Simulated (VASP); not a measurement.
Crystal: Ga3P2.

```
Ga P
1.0
     3.04220    1.75641    5.53726
    -3.04220    1.75641    5.53726
     0.00000   -3.51283    5.53726
Ga P
6 4
Direct
  0.05625 0.44375 0.75000
  0.75000 0.05625 0.44375
  0.44375 0.75000 0.05625
  0.94375 0.55625 0.25000
  0.25000 0.94375 0.55625
  0.55625 0.25000 0.94375
  0.85218 0.85218 0.85218
  0.64782 0.64782 0.64782
  0.14782 0.14782 0.14782
  0.35218 0.35218 0.35218
```

The cell was built by a generator and needn't be a form met in nature.

- Program: VASP 6.6.1
- Task: relaxation of cell and atoms
- Functional: PBE
- Potentials or basis: VASP PAW PBE potentials, release 64 (Ga_d, P)
- Cutoff: 600 eV
- k mesh: 3 × 3 × 3
- Occupations: gaussian, width 0.1 eV
- Spin: no spin polarisation

At the start: pressure 10.8 GPa; volume 17.75 Å³/atom.

Q: How do energy, volume and symmetry change on relaxing?

A: Over 11 steps the energy falls by 97.5 meV/atom and the volume is 20.28 Å³/atom (+14.2 %); space group R-3c (No. 167, to 0.05 Å).

Step by step:
```tsv
step	energy change (eV)	largest force (eV/Å)	pressure (GPa)	volume (Å³)
1	0.0000	0.2574	10.78	177.53
2	-0.7955	0.2174	-1.34	210.01
3	-0.8155	0.2293	-0.11	204.72
4	-0.8154	0.2280	-0.24	205.29
5	-0.8387	0.2001	-0.26	205.19
6	-0.8922	0.2472	-0.23	204.84
7	-0.9097	0.4382	0.01	204.02
8	-0.9179	0.3676	-0.10	204.34
9	-0.9397	0.2884	-0.09	204.01
10	-0.9735	0.0560	-0.02	203.02
11	-0.9746	0.0094	-0.01	202.81
```

Final structure:
```yaml
crystal:
  lattice:
    - [3.24127, 1.87135, 5.57260]
    - [-3.24127, 1.87135, 5.57260]
    - [0.00000, -3.74270, 5.57260]
  atoms:
    - { symbol: Ga, position: [0.03452, 0.46548, 0.75000] }
    - { symbol: Ga, position: [0.75000, 0.03452, 0.46548] }
    - { symbol: Ga, position: [0.46548, 0.75000, 0.03452] }
    - { symbol: Ga, position: [0.96548, 0.53452, 0.25000] }
    - { symbol: Ga, position: [0.25000, 0.96548, 0.53452] }
    - { symbol: Ga, position: [0.53452, 0.25000, 0.96548] }
    - { symbol: P, position: [0.86087, 0.86087, 0.86087] }
    - { symbol: P, position: [0.63913, 0.63913, 0.63913] }
    - { symbol: P, position: [0.13913, 0.13913, 0.13913] }
    - { symbol: P, position: [0.36087, 0.36087, 0.36087] }
```

Caveat: the k mesh is coarse (spacing up to 0.42 Å⁻¹), so the values aren't converged.
